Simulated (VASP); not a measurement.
A run of VASP 6.6.1:

POSCAR

```
Mg2C3
1.0
    2.3870223790     -2.3394118729     -0.0064551971
    2.3870223790      2.3394118729     -0.0064551971
   -1.2253611782      0.0000000000      4.9434381673
Mg C
2 3
Direct
    0.8082382625      0.8082382625      0.1984312469
    0.1917617375      0.1917617375      0.8015687531
    0.3041690745      0.3041690745      0.2614645499
    0.6958309255      0.6958309255      0.7385354501
    0.5000000000      0.5000000000      0.5000000000
```

The input INCAR.step1:

```
PREC = Accurate
ENCUT = 520
ISMEAR = 0
SIGMA = 0.05
LREAL = F
LASPH = T
NELM = 100
NBANDS = 16
GGA = PE
ALGO = Normal
EDIFF = 1E-4
LWAVE = T
LCHARG = F
```

Contents of INCAR.step2:

```
PREC = Accurate
ENCUT = 520
EDIFF = 1E-7
ISMEAR = 0
SIGMA = 0.05
LREAL = F
LASPH = T
NELM = 100
ALGO = Normal
ISIF = 2
LWAVE = F
LCHARG = T
METAGGA = R2SCAN
LMIXTAU = T
LELF = T
LVHAR = T
NBANDS = 16
ISTART = 1
```

The input KPOINTS:

```
Automatic mesh
0
Gamma
  8 8 6
```

Potentials or basis: VASP PAW PBE potentials, release 64 (Mg, C).

Run with:

```console
$ cat potpaw_PBE.64/Mg/POTCAR potpaw_PBE.64/C/POTCAR > POTCAR
$ cp INCAR.step1 INCAR
$ mpirun -np 1 vasp_std > vasp.out
$ cp INCAR.step2 INCAR
$ mpirun -np 1 vasp_std > vasp.out
```

Hardware: 1 thread of Intel(R) Xeon(R) 6975P-C (Granite Rapids), with other jobs on the host.

Problem. Estimate the wall time of this run.

Solution. It took 2.6 min on 1 thread of Intel(R) Xeon(R) 6975P-C (Granite Rapids) (shared host), peak memory 0.24 GiB. Counts: scf iterations 11, k points 114.
